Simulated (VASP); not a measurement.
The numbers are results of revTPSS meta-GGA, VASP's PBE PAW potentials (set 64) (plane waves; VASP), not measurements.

VASP ran on this input.

### KPOINTS
```
Automatic mesh
0
Gamma
10 10 10
0 0 0
```

**INCAR**
```
ENCUT = 520   ! plane-wave cut-off (eV)
ISMEAR = 1   ! Methfessel-Paxton
ISIF = 2   ! forces and stress, cell fixed
LASPH = .True.   ! aspherical one-centre terms
SYSTEM = HgTe
LMAXMIX = 6
METAGGA = RTPSS
SIGMA = 0.1   ! width (eV)
EDIFF = 1E-7   ! SCF stop (eV)
PREC = Accurate
ALGO = Normal   ! blocked Davidson
LCHARG = .False.
NELM = 100
LWAVE = .False.
LMIXTAU = .True.
LREAL = .False.   ! projection in real space or not
```

POSCAR:
```
HgTe
1.0
  0.0000000000   3.3546256564   3.3546256564
  3.3546256564   0.0000000000   3.3546256564
  3.3546256564   3.3546256564   0.0000000000
Hg Te
1 1
Cart
  0.0000000000   0.0000000000   0.0000000000
  1.6773128282   1.6773128282   1.6773128282
```

POTCAR, in this order: Hg Te (PBE.64 set). Program: vasp_std.

The run wrote:

**OUTCAR**
```
 ion  position               nearest neighbor table
   1  0.000  0.000  0.000-   2 2.91   2 2.91   2 2.91   2 2.91
   2  0.250  0.250  0.250-   1 2.91   1 2.91   1 2.91   1 2.91
  LATTYP: Found a face centered cubic cell.
 ALAT       =     6.7092513128
 Subroutine PRICEL returns:
 Original cell was already a primitive cell.
 Subroutine GETGRP returns: Found 24 space group operations
The static configuration has the point symmetry T_d .
The dynamic configuration has the point symmetry T_d .
 Subroutine INISYM returns: Found 24 space group operations
 Subroutine IBZKPT returns following result:
 Found     47 irreducible k-points:

 Following reciprocal coordinates:
            Coordinates               Weight
  0.000000  0.000000  0.000000      1.000000
  0.100000  0.000000  0.000000      8.000000
  0.200000  0.000000  0.000000      8.000000
  0.300000  0.000000  0.000000      8.000000
  0.400000  0.000000  0.000000      8.000000
  0.500000  0.000000  0.000000      4.000000
  0.100000  0.100000  0.000000      6.000000
  0.200000  0.100000  0.000000     24.000000
  0.300000  0.100000  0.000000     24.000000
  0.400000  0.100000  0.000000     24.000000
  0.500000  0.100000  0.000000     24.000000
 -0.400000  0.100000  0.000000     24.000000
 -0.300000  0.100000  0.000000     24.000000
 -0.200000  0.100000  0.000000     24.000000
 -0.100000  0.100000  0.000000     12.000000
  0.200000  0.200000  0.000000      6.000000
  0.300000  0.200000  0.000000     24.000000
  0.400000  0.200000  0.000000     24.000000
  0.500000  0.200000  0.000000     24.000000
 -0.400000  0.200000  0.000000     24.000000
 -0.300000  0.200000  0.000000     24.000000
 -0.200000  0.200000  0.000000     12.000000
  0.300000  0.300000  0.000000      6.000000
  0.400000  0.300000  0.000000     24.000000
...
```

### OSZICAR
```
       N       E                     dE             d eps       ncg     rms          rms(c)
DAV:   1     0.169196767878E+03    0.16920E+03   -0.79214E+03  1222   0.119E+03
DAV:   2     0.645638941662E+02   -0.10463E+03   -0.99490E+02  1307   0.262E+02
DAV:   3     0.603353308872E+02   -0.42286E+01   -0.41935E+01  1522   0.551E+01
DAV:   4     0.602963255608E+02   -0.39005E-01   -0.38994E-01  1646   0.493E+00
DAV:   5     0.602961556484E+02   -0.16991E-03   -0.16991E-03  1485   0.281E-01    0.774E+00
DAV:   6     0.585894976030E+02   -0.17067E+01   -0.67828E+00  1222   0.390E+01    0.498E+00
DAV:   7     0.583240210204E+02   -0.26548E+00   -0.61237E-01  1232   0.909E+00    0.308E+00
DAV:   8     0.580469350020E+02   -0.27709E+00   -0.97292E-01  1237   0.108E+01    0.188E+00
DAV:   9     0.583932875082E+02    0.34635E+00   -0.51533E+02  1222   0.261E+04    0.724E-01
DAV:  10     0.583562549844E+02   -0.37033E-01   -0.10946E+01  1222   0.593E+02    0.511E-01
DAV:  11     0.583368853517E+02   -0.19370E-01   -0.10787E-01  1222   0.455E+00    0.270E-01
DAV:  12     0.583414433976E+02    0.45580E-02   -0.13554E-02  1252   0.119E+00    0.317E-01
DAV:  13     0.583366390451E+02   -0.48044E-02   -0.57694E-03  1367   0.883E-01    0.298E-01
DAV:  14     0.583253343114E+02   -0.11305E-01   -0.39245E-03  1232   0.791E-01    0.206E-01
DAV:  15     0.583249110663E+02   -0.42325E-03   -0.13460E-04  1272   0.122E-01    0.148E-01
DAV:  16     0.583245890451E+02   -0.32202E-03   -0.61165E-04  1242   0.221E-01    0.293E-02
DAV:  17     0.583245414479E+02   -0.47597E-04   -0.36890E-05  1292   0.710E-02    0.259E-02
DAV:  18     0.583245478098E+02    0.63620E-05   -0.72494E-07  1546   0.114E-02    0.281E-02
DAV:  19     0.583245469371E+02   -0.87272E-06   -0.11125E-05  1222   0.275E-02    0.296E-03
DAV:  20     0.583245282828E+02   -0.18654E-04   -0.55153E-06  1232   0.230E-02    0.128E-02
DAV:  21     0.583245298251E+02    0.15422E-05   -0.62274E-07  1417   0.752E-03    0.934E-03
DAV:  22     0.583245272404E+02   -0.25847E-05   -0.63195E-07  1242   0.907E-03    0.248E-03
DAV:  23     0.583245269538E+02   -0.28663E-06   -0.12281E-07  1197   0.343E-03    0.328E-03
DAV:  24     0.583245271667E+02    0.21289E-06   -0.94459E-08   886   0.300E-03    0.158E-03
DAV:  25     0.583245272332E+02    0.66565E-07   -0.42636E-08   896   0.199E-03
   1 F= 0.58324527E+02 E0= 0.58324463E+02  d E =0.192002E-03
```

File OUTCAR:
```
------------------------ aborting loop because EDIFF is reached ----------------------------------------
  FORCE on cell =-STRESS in cart. coord.  units (eV):
  Direction    XX          YY          ZZ          XY          YZ          ZX
  --------------------------------------------------------------------------------------
  Total       -0.8851614     -0.8851614     -0.8851614      0.0000000      0.0000000      0.0000000
  in kB      -18.7832557    -18.7832557    -18.7832557      0.0000000      0.0000000      0.0000000
  external PRESSURE =     -18.7832557 kB  Pullay stress =       0.0000000 kB
  volume of cell :       75.50
      direct lattice vectors                 reciprocal lattice vectors
     0.000000000  3.354625656  3.354625656    -0.149047927  0.149047927  0.149047927
     3.354625656  0.000000000  3.354625656     0.149047927 -0.149047927  0.149047927
     3.354625656  3.354625656  0.000000000     0.149047927  0.149047927 -0.149047927
 POSITION                                       TOTAL-FORCE (eV/Angst)
 -----------------------------------------------------------------------------------
      0.00000      0.00000      0.00000         0.000000      0.000000      0.000000
      1.67731      1.67731      1.67731        -0.000000     -0.000000     -0.000000
 -----------------------------------------------------------------------------------
    total drift:                               -0.000000     -0.000000     -0.000000
  FREE ENERGIE OF THE ION-ELECTRON SYSTEM (eV)
  ---------------------------------------------------
  free  energy   TOTEN  =        58.3245272332 eV

  energy  without entropy=       58.3243352309  energy(sigma->0) =       58.32446323
```
(Selected blocks of OUTCAR.)

The compound is HgTe in the zinc blende structure. This cell is one point of a volume scan, at 1.06 of the reference volume.
